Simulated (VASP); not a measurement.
All values below come from PBE GGA, VASP's PBE PAW potentials (set 64) (plane waves; VASP).

The input files of a VASP run:

### KPOINTS
```
Automatic mesh
0
Gamma
13 13 11
0 0 0
```

File POSCAR:
```
WC
1
    1.4841000000    -2.5705370000     0.0000000000
    1.4841000000     2.5705370000     0.0000000000
    0.0000000000     0.0000000000     2.8968000000
W C
1 1
Direct
  0.0000000000   0.0000000000   0.0000000000
  0.3333330000   0.6666670000   0.5000000000
```

INCAR:
```
SYSTEM  =  WC
PREC  =  Accurate; ENCUT  =  400; LREAL  =  .FALSE.
LASPH  =  .TRUE.
EDIFF  =  1E-6; NELM  =  100; ALGO  =  Normal
LMAXMIX  =  6
ISMEAR  =  1; SIGMA  =  0.1
GGA  =  PE
ISIF  =  2
LWAVE  =  .FALSE.; LCHARG  =  .FALSE.
```

POTCAR, in this order: W_sv C (PBE.64 set). Program: vasp_std.

What VASP printed:

### OSZICAR
```
       N       E                     dE             d eps       ncg     rms          rms(c)
DAV:   1     0.934880271560E+02    0.93488E+02   -0.83743E+03  3292   0.129E+03
DAV:   2    -0.220595765831E+02   -0.11555E+03   -0.11254E+03  3796   0.337E+02
DAV:   3    -0.254603695006E+02   -0.34008E+01   -0.33769E+01  4002   0.553E+01
DAV:   4    -0.254941403317E+02   -0.33771E-01   -0.33739E-01  3636   0.564E+00
DAV:   5    -0.254944548175E+02   -0.31449E-03   -0.31448E-03  3874   0.547E-01    0.286E+01
DAV:   6    -0.225284302948E+02    0.29660E+01   -0.10157E+01  3726   0.318E+01    0.700E+00
DAV:   7    -0.224327677000E+02    0.95663E-01   -0.49913E-01  3456   0.610E+00    0.531E+00
DAV:   8    -0.224048511485E+02    0.27917E-01   -0.90861E-02  3576   0.292E+00    0.750E-01
DAV:   9    -0.224038870981E+02    0.96405E-03   -0.36755E-03  3616   0.535E-01    0.158E-01
DAV:  10    -0.224038125138E+02    0.74584E-04   -0.31626E-04  3771   0.233E-01    0.665E-02
DAV:  11    -0.224038118571E+02    0.65664E-06   -0.17474E-05  3581   0.415E-02    0.106E-02
DAV:  12    -0.224038105566E+02    0.13005E-05   -0.49376E-06  3486   0.230E-02    0.230E-03
DAV:  13    -0.224038106299E+02   -0.73358E-07   -0.83889E-08  1668   0.309E-03
   1 F= -.22403811E+02 E0= -.22403682E+02  d E =-.387141E-03
```

File OUTCAR:
```
------------------------ aborting loop because EDIFF is reached ----------------------------------------
  FORCE on cell =-STRESS in cart. coord.  units (eV):
  Direction    XX          YY          ZZ          XY          YZ          ZX
  --------------------------------------------------------------------------------------
  Total       -2.2028092     -2.2028099     -2.7200232      0.0000000     -0.0000000     -0.0000000
  in kB     -159.6805163   -159.6805656   -197.1731007      0.0000000     -0.0000000     -0.0000000
  external PRESSURE =    -172.1780609 kB  Pullay stress =       0.0000000 kB
  volume of cell :       22.10
      direct lattice vectors                 reciprocal lattice vectors
     1.484100000 -2.570537000  0.000000000     0.336904521 -0.194511886  0.000000000
     1.484100000  2.570537000  0.000000000     0.336904521  0.194511886  0.000000000
     0.000000000  0.000000000  2.896800000     0.000000000  0.000000000  0.345208506
 POSITION                                       TOTAL-FORCE (eV/Angst)
 -----------------------------------------------------------------------------------
      0.00000      0.00000      0.00000         0.000000      0.000000      0.000000
      1.48410      0.85685      1.44840         0.000000     -0.000000      0.000000
 -----------------------------------------------------------------------------------
    total drift:                                0.000000     -0.000398      0.000000
  FREE ENERGIE OF THE ION-ELECTRON SYSTEM (eV)
  ---------------------------------------------------
  free  energy   TOTEN  =       -22.4038106299 eV

  energy  without entropy=      -22.4034234889  energy(sigma->0) =      -22.40368158
```
(Selected blocks of OUTCAR.)

At this cut-off the stress carries a Pulay error, which pulls relaxed volumes low.

The compound is WC in the wc structure. The cell was not relaxed at this level. The run is one of a series of settings (ENCUT = 400 against the base run), some of them coarse on purpose.
